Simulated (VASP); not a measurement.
VASP input:

INCAR:
```
ALGO = Normal
EDIFF = 1E-7
EDIFFG = -0.01
ENCUT = 520
GGA = PE
IBRION = 2
ISIF = 4
ISMEAR = 0
IVDW = 11
LASPH = .TRUE.
LCHARG = .FALSE.
LMAXMIX = 4
LREAL = .FALSE.
LWAVE = .FALSE.
NELM = 100
NSW = 30
PREC = Accurate
SIGMA = 0.05
SYSTEM = SnS2
```

**POSCAR**
```
SnS2
1.0
  1.8591468242  -3.2201370444   0.0000000000
  1.8591468242   3.2201370444   0.0000000000
  0.0000000000   0.0000000000   5.9936342442
Sn S
1 2
Cart
  1.8591468242   3.2201370444   5.9936342442
  1.8591468242   1.0733811616   1.4935873266
  1.8591468242  -1.0733811616   4.5000469176
```

### KPOINTS
```
Automatic mesh
0
Gamma
7 7 4
0 0 0
```

POTCAR, in this order: Sn_d S (PBE.64 set). Program: vasp_std.

**Question.** Write an equivalent input for Quantum ESPRESSO's pw.x.

**Answer.** One equivalent input (not run):
```
&CONTROL
  calculation = 'vc-relax'
  pseudo_dir = './pseudo'
  outdir = './out'
  tprnfor = .true.
  tstress = .true.
  nstep = 30
  forc_conv_thr = 0.00039
/
&SYSTEM
  ibrav = 0
  nat = 3
  ntyp = 2
  ecutwfc = 72
  occupations = 'smearing'
  smearing = 'gaussian'
  degauss = 0.003675
  input_dft = 'pbe'
  vdw_corr = 'grimme-d3'
  dftd3_version = 3
  dftd3_threebody = .false.
/
&ELECTRONS
  conv_thr = 7.3e-09
  electron_maxstep = 100
/
&IONS
/
&CELL
  cell_dofree = 'shape'
/
ATOMIC_SPECIES
  Sn 118.710 Sn.upf
  S 32.060 S.upf
CELL_PARAMETERS angstrom
     1.8591468   -3.2201370    0.0000000
     1.8591468    3.2201370    0.0000000
     0.0000000    0.0000000    5.9936342
ATOMIC_POSITIONS crystal
  Sn   0.0000000  1.0000000  1.0000000
  S    0.3333330  0.6666670  0.2491956
  S    0.6666670  0.3333330  0.7508044
K_POINTS automatic
  7 7 4 0 0 0
```
Limits of the translation: the potentials are each code's own (VASP's PAW set, PseudoDojo norm-conserving files in pw.x), so ENCUT and ecutwfc are chosen apart and not converted; conv_thr bounds pw.x's estimated SCF error, while EDIFF bounds the energy change between steps; forc_conv_thr acts on force components and is met together with etot_conv_thr.

The compound is SnS2 in the 1T layered structure. This cell is one point of a volume scan, at 1.03 of the reference volume. Symmetry was kept, so distortions that lower it aren't found.
